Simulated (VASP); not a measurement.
Calculation: PBEsol GGA, VASP's PBE PAW potentials (set 64) (plane waves; VASP).

VASP ran on this input.

**POSCAR**
```
TiB2
1
    1.5090223048    -2.6137033278    -0.0000000000
    1.5090223048     2.6137033278     0.0000000000
    0.0000000000     0.0000000000     3.1864759798
Ti B
1 2
Direct
  0.0000000000   0.0000000000   0.0000000000
  0.3333330000   0.6666670000   0.5000000000
  0.6666670000   0.3333330000   0.5000000000
```

### KPOINTS
```
Automatic mesh
0
Gamma
 12 12 10
0 0 0
```

**INCAR**
```
ALGO=Normal
EDIFF=1E-7
ENCUT=600
GGA=PS
ISIF=2
ISMEAR=1
LASPH=.TRUE.
LCHARG=.FALSE.
LMAXMIX=4
LREAL=.FALSE.
LWAVE=.FALSE.
NELM=100
PREC=Accurate
SIGMA=0.1
SYSTEM=TiB2
```

POTCAR, in this order: Ti_sv B (PBE.64 set). Program: vasp_std.

Output of the run:

OUTCAR:
```
 ion  position               nearest neighbor table
   1  0.000  0.000  0.000-   2 2.36   3 2.36   2 2.36   3 2.36   3 2.36   3 2.36   2 2.36   2 2.36
                             3 2.36   3 2.36   2 2.36   2 2.36
   2  0.333  0.667  0.500-   3 1.74   3 1.74   3 1.74   1 2.36   1 2.36   1 2.36   1 2.36   1 2.36
                             1 2.36
   3  0.667  0.333  0.500-   2 1.74   2 1.74   2 1.74   1 2.36   1 2.36   1 2.36   1 2.36   1 2.36
                             1 2.36
  LATTYP: Found a hexagonal cell.
 ALAT       =     3.0180446322
 C/A-ratio  =     1.0558081036
 Subroutine PRICEL returns:
 Original cell was already a primitive cell.
 Subroutine GETGRP returns: Found 24 space group operations
The static configuration has the point symmetry D_6h.
The dynamic configuration has the point symmetry D_6h.
 Subroutine INISYM returns: Found 24 space group operations
 Subroutine IBZKPT returns following result:
 Found    114 irreducible k-points:

 Following reciprocal coordinates:
            Coordinates               Weight
  0.000000  0.000000  0.000000      1.000000
  0.083333 -0.000000  0.000000      6.000000
  0.166667 -0.000000  0.000000      6.000000
  0.250000  0.000000  0.000000      6.000000
...
```

OSZICAR:
```
       N       E                     dE             d eps       ncg     rms          rms(c)
DAV:   1     0.137211541351E+03    0.13721E+03   -0.10171E+04  2964   0.176E+03
DAV:   2    -0.198294370652E+02   -0.15704E+03   -0.15310E+03  2989   0.418E+02
DAV:   3    -0.304431621763E+02   -0.10614E+02   -0.10416E+02  4317   0.991E+01
DAV:   4    -0.308337465003E+02   -0.39058E+00   -0.38974E+00  3808   0.178E+01
DAV:   5    -0.308449189849E+02   -0.11172E-01   -0.11170E-01  4363   0.267E+00    0.176E+01
DAV:   6    -0.257518026055E+02    0.50931E+01   -0.25189E+01  3911   0.604E+01    0.399E+00
DAV:   7    -0.257926639155E+02   -0.40861E-01   -0.15347E+00  3276   0.146E+01    0.350E+00
DAV:   8    -0.258028298490E+02   -0.10166E-01   -0.16390E-01  4338   0.370E+00    0.738E-01
DAV:   9    -0.257944783574E+02    0.83515E-02   -0.66919E-02  4027   0.339E+00    0.253E-01
DAV:  10    -0.257939313588E+02    0.54700E-03   -0.47193E-03  3696   0.976E-01    0.774E-02
DAV:  11    -0.257939317211E+02   -0.36229E-06   -0.26507E-04  4161   0.220E-01    0.601E-02
DAV:  12    -0.257939041034E+02    0.27618E-04   -0.18181E-04  3797   0.187E-01    0.102E-02
DAV:  13    -0.257939030598E+02    0.10436E-05   -0.11944E-05  3591   0.463E-02    0.197E-03
DAV:  14    -0.257939030949E+02   -0.35059E-07   -0.27108E-07  3375   0.606E-03
   1 F= -.25793903E+02 E0= -.25793663E+02  d E =-.721494E-03
```

**OUTCAR**
```
------------------------ aborting loop because EDIFF is reached ----------------------------------------
  FORCE on cell =-STRESS in cart. coord.  units (eV):
  Direction    XX          YY          ZZ          XY          YZ          ZX
  --------------------------------------------------------------------------------------
  Total        0.0307815      0.0307815     -0.0081002      0.0000000     -0.0000000      0.0000000
  in kB        1.9620423      1.9620424     -0.5163126      0.0000000     -0.0000000      0.0000000
  external PRESSURE =       1.1359240 kB  Pullay stress =       0.0000000 kB
  volume of cell :       25.14
      direct lattice vectors                 reciprocal lattice vectors
     1.509022305 -2.613703328  0.000000000     0.331340364 -0.191299447  0.000000000
     1.509022305  2.613703328  0.000000000     0.331340364  0.191299447  0.000000000
     0.000000000  0.000000000  3.186475980     0.000000000  0.000000000  0.313826310
 POSITION                                       TOTAL-FORCE (eV/Angst)
 -----------------------------------------------------------------------------------
      0.00000      0.00000      0.00000         0.000000      0.000000     -0.000000
      1.50902      0.87124      1.59324        -0.000000      0.000000     -0.000000
      1.50902     -0.87124      1.59324         0.000000     -0.000000      0.000000
 -----------------------------------------------------------------------------------
    total drift:                                0.000000     -0.000000      0.000000
  FREE ENERGIE OF THE ION-ELECTRON SYSTEM (eV)
  ---------------------------------------------------
  free  energy   TOTEN  =       -25.7939030949 eV

  energy  without entropy=      -25.7931816004  energy(sigma->0) =      -25.79366260
```
(Selected blocks of OUTCAR.)

The compound is TiB2 in the AlB2 type structure. It was relaxed first.
